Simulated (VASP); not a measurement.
All values below come from PBEsol GGA, VASP's PBE PAW potentials (set 64) (plane waves; VASP).

VASP input:

File KPOINTS:
```
K-points
0
gamma
 10 10 10
0 0 0
```

**INCAR**
```
LCHARG  =  F
SYSTEM  =  InSb
IBRION  =  2   ! conjugate gradients
ALGO  =  Normal
LREAL  =  F   ! projection in real space or not
PREC  =  Accurate
PSTRESS  =  150   ! kbar
ISMEAR  =  1   ! Methfessel-Paxton
NELM  =  100
EDIFFG  =  -0.01   ! ionic stop
ENCUT  =  480   ! plane-wave cut-off (eV)
NSW  =  40   ! most ionic steps
EDIFF  =  1E-7   ! SCF stop (eV)
LMAXMIX  =  4   ! l cut-off of mixed one-centre charges
GGA  =  PS   ! PBEsol
LASPH  =  T
ISIF  =  3
SIGMA  =  0.1
LWAVE  =  F
```

**POSCAR**
```
InSb
1
    0.0000000000     3.2592004851     3.2592004851
    3.2592004851     0.0000000000     3.2592004851
    3.2592004851     3.2592004851     0.0000000000
In Sb
1 1
Direct
  1.0000000000   1.0000000000   1.0000000000
  0.2500000000   0.2500000000   0.2500000000
```

POTCAR, in this order: In_d Sb (PBE.64 set). Program: vasp_std.

Task: What will the output report for the number of irreducible k-points (NKPTS), number of bands (NBANDS), largest plane-wave count, number of space-group operations, FFT grid (NGX, NGY, NGZ)?

Result: 
* **number of irreducible k-points (NKPTS)**: 47
* **number of bands (NBANDS)**: 13
* **largest plane-wave count**: 1676
* **number of space-group operations**: 24
* **FFT grid (NGX, NGY, NGZ)**: 36 × 36 × 36

The compound is InSb in the zinc blende structure. This run relaxes it under an external pressure of 15 GPa. Symmetry was kept, so distortions that lower it aren't found.
